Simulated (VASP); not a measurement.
These are r2SCAN+rVV10, VASP's PBE PAW potentials (set 64) (plane waves; VASP) values and carry that method's errors.

The input files of a VASP run:

### POSCAR
```
Tb
1
    1.8258326940    -3.1624345191     0.0000000000
    1.8258326940     3.1624345191     0.0000000000
   -0.0000000000    -0.0000000000     5.5690054216
Tb
2
Direct
  0.3333330000   0.6666670000   0.2500000000
  0.6666670000   0.3333330000   0.7500000000
```

KPOINTS_OPT:
```
k-points along high-symmetry lines
6
Line-mode
Reciprocal
  0.000000   0.000000   0.000000 ! GAMMA
  0.000000   0.500000   0.000000 ! M

  0.000000   0.500000   0.000000 ! M
 -0.333333   0.666667   0.000000 ! K

 -0.333333   0.666667   0.000000 ! K
  0.000000   0.000000   0.000000 ! GAMMA

  0.000000   0.000000   0.000000 ! GAMMA
  0.000000   0.000000   0.500000 ! A

  0.000000   0.000000   0.500000 ! A
  0.000000   0.500000   0.500000 ! L

  0.000000   0.500000   0.500000 ! L
 -0.333333   0.666667   0.500000 ! H

 -0.333333   0.666667   0.500000 ! H
  0.000000   0.000000   0.500000 ! A

  0.000000   0.500000   0.500000 ! L
  0.000000   0.500000   0.000000 ! M

 -0.333333   0.666667   0.500000 ! H
 -0.333333   0.666667   0.000000 ! K
```

**INCAR**
```
# general
SYSTEM    =  Tb
PREC      =  Accurate
ENCUT     =  520   # plane-wave cut-off (eV)
LREAL     =  .FALSE.
LASPH     =  .TRUE.

# electronic loop
EDIFF     =  1E-7
NELM      =  100   # most electronic steps
ALGO      =  Normal
LMAXMIX   =  6
LMIXTAU   =  .TRUE.

# smearing
ISMEAR    =  -5   # tetrahedra, Bloechl

# functional
METAGGA   =  R2SCAN
LUSE_VDW  =  .TRUE.
BPARAM    =  11.95
CPARAM    =  0.0093

# ions
ISIF      =  2

# output
LWAVE     =  .FALSE.
LCHARG    =  .FALSE.
LORBIT    =  11   # lm-projected
NEDOS     =  601   # DOS grid
```

File KPOINTS:
```
K-points
0
Gamma
 13 13 8
0 0 0
```

POTCAR, in this order: Tb_3 (PBE.64 set). Program: vasp_std.

Output

**OSZICAR**
```
       N       E                     dE             d eps       ncg     rms          rms(c)
DAV:   1    -0.105311144140E+02   -0.10531E+02   -0.92885E+03  2730   0.129E+03
DAV:   2    -0.620745062211E+02   -0.51543E+02   -0.50491E+02  2885   0.270E+02
DAV:   3    -0.643492372150E+02   -0.22747E+01   -0.21326E+01  3775   0.325E+01
DAV:   4    -0.644036390830E+02   -0.54402E-01   -0.54040E-01  3292   0.494E+00
DAV:   5    -0.644052969987E+02   -0.16579E-02   -0.16546E-02  4090   0.683E-01    0.283E+01
DAV:   6    -0.622621335020E+02    0.21432E+01   -0.40042E-01  2810   0.697E+00    0.154E+01
DAV:   7    -0.607568455174E+02    0.15053E+01   -0.59165E-01  3218   0.770E+00    0.164E+00
DAV:   8    -0.620225169341E+02   -0.12657E+01   -0.56705E-01  2995   0.695E+00    0.358E+00
DAV:   9    -0.620488328770E+02   -0.26316E-01   -0.26792E-02  3030   0.155E+00    0.162E+00
DAV:  10    -0.619188059462E+02    0.13003E+00   -0.18161E-02  2815   0.169E+00    0.172E+00
DAV:  11    -0.619172096990E+02    0.15962E-02   -0.23754E-03  3200   0.617E-01    0.135E+00
DAV:  12    -0.619377194280E+02   -0.20510E-01   -0.83934E-02  2740   0.349E+00    0.626E-01
DAV:  13    -0.619364896980E+02    0.12297E-02   -0.95967E-04  3344   0.306E-01    0.723E-01
DAV:  14    -0.619419570994E+02   -0.54674E-02   -0.34999E-03  2770   0.584E-01    0.295E-01
DAV:  15    -0.619417569421E+02    0.20016E-03   -0.70289E-05  3210   0.920E-02    0.308E-01
DAV:  16    -0.619417320357E+02    0.24906E-04   -0.22865E-06  3312   0.135E-02    0.304E-01
DAV:  17    -0.619419400917E+02   -0.20806E-03   -0.35717E-04  2785   0.208E-01    0.459E-01
DAV:  18    -0.619419226066E+02    0.17485E-04   -0.73807E-05  2905   0.840E-02    0.507E-01
DAV:  19    -0.619415759888E+02    0.34662E-03   -0.26092E-04  2780   0.191E-01    0.551E-01
DAV:  20    -0.619418934495E+02   -0.31746E-03   -0.63607E-04  2830   0.240E-01    0.417E-01
DAV:  21    -0.619418803736E+02    0.13076E-04   -0.56279E-05  3000   0.995E-02    0.261E-01
DAV:  22    -0.619418774363E+02    0.29373E-05   -0.11376E-04  2775   0.876E-02    0.165E-01
DAV:  23    -0.619418562247E+02    0.21212E-04   -0.40469E-05  2780   0.846E-02    0.125E-01
DAV:  24    -0.619418874396E+02   -0.31215E-04   -0.50954E-06  2810   0.327E-02    0.897E-02
DAV:  25    -0.619418473304E+02    0.40109E-04   -0.74739E-06  2805   0.384E-02    0.403E-02
DAV:  26    -0.619418622158E+02   -0.14885E-04   -0.31667E-06  2830   0.210E-02    0.199E-02
DAV:  27    -0.619418556835E+02    0.65322E-05   -0.31795E-07  2945   0.672E-03    0.806E-03
DAV:  28    -0.619418556755E+02    0.80502E-08   -0.11224E-07  1560   0.363E-03
   1 F= -.61941856E+02 E0= -.61941856E+02  d E =0.000000E+00
       N       E                     dE             ncg
```

### OUTCAR
```
------------------------ aborting loop because EDIFF is reached ----------------------------------------
  FORCE on cell =-STRESS in cart. coord.  units (eV):
  Direction    XX          YY          ZZ          XY          YZ          ZX
  --------------------------------------------------------------------------------------
  Total       -0.0046989     -0.0046989      0.1957057      0.0000000      0.0000000      0.0000000
  in kB       -0.1170615     -0.1170615      4.8755535      0.0000000      0.0000000      0.0000000
  external PRESSURE =       1.5471435 kB  Pullay stress =       0.0000000 kB
  volume of cell :       64.31
      direct lattice vectors                 reciprocal lattice vectors
     1.825832694 -3.162434519  0.000000000     0.273847654 -0.158106040  0.000000000
     1.825832694  3.162434519  0.000000000     0.273847654  0.158106040  0.000000000
     0.000000000  0.000000000  5.569005422     0.000000000  0.000000000  0.179565277
 POSITION                                       TOTAL-FORCE (eV/Angst)
 -----------------------------------------------------------------------------------
      1.82583      1.05415      1.39225        -0.000000     -0.000000      0.000000
      1.82583     -1.05415      4.17675         0.000000      0.000000      0.000000
 -----------------------------------------------------------------------------------
    total drift:                                0.000000      0.000112     -0.000010
  FREE ENERGIE OF THE ION-ELECTRON SYSTEM (eV)
  ---------------------------------------------------
  free  energy   TOTEN  =       -61.9418556755 eV

  energy  without entropy=      -61.9418556755  energy(sigma->0) =      -61.94185568

 total charge

# of ion       s       p       d       tot
------------------------------------------
    1        0.440   6.338   1.104   7.883
    2        0.440   6.338   1.104   7.883
--------------------------------------------------
tot          0.880  12.676   2.209  15.765
```
(Selected blocks of OUTCAR.)

### OUTCAR
```
 val. band max:        3.1444646920   @ k =   0.1538   0.1538   0.0000

 cond. band min:       3.1576149065   @ k =   0.1538   0.0769   0.2500


 Fermi energy:         3.1597765597

 k-point     1 :       0.0000    0.0000    0.0000
  band No.  band energies     occupation
      1     -20.6745      2.00000
      2     -20.0263      2.00000
      3     -20.0263      2.00000
      4     -19.8922      2.00000
      5     -19.8922      2.00000
      6     -19.8292      2.00000
      7      -1.9765      2.00000
      8       1.0352      2.00000
      9       4.6372      0.00000
     10       5.0844      0.00000
     11       5.0844      0.00000
     12       5.7606      0.00000
     13       5.9194      0.00000

 k-point     2 :       0.0769    0.0000    0.0000
  band No.  band energies     occupation
      1     -20.6602      2.00000
      2     -20.0530      2.00000
      3     -20.0360      2.00000
      4     -19.9208      2.00000
      5     -19.8948      2.00000
      6     -19.8368      2.00000
      7      -1.8324      2.00000
      8       1.1666      2.00000
      9       4.4434      0.00000
     10       4.7296      0.00000
     11       5.2209      0.00000
     12       5.7522      0.00000
     13       6.0208      0.00000

 k-point     3 :       0.1538   -0.0000    0.0000
  band No.  band energies     occupation
      1     -20.6190      2.00000
      2     -20.1274      2.00000
      3     -20.0621      2.00000
      4     -19.9982      2.00000
      5     -19.9031      2.00000
      6     -19.8594      2.00000
      7      -1.4183      2.00000
      8       1.5208      2.00000
      9       3.9520      0.00000
     10       4.1304      0.00000
     11       5.3759      0.00000
     12       5.6249      0.00000
     13       5.7621      0.00000

 k-point     4 :       0.2308    0.0000    0.0000
  band No.  band energies     occupation
      1     -20.5555      2.00000
      2     -20.2330      2.00000
      3     -20.1023      2.00000
...
```

The 4f electrons are frozen in the core of the lanthanide potential, so 4f levels, which can set the real gap, and their magnetism are missing. For a metal the tetrahedron method with Blöchl corrections gives inexact stress and forces.

The compound is Tb in the hcp structure. It was relaxed first.
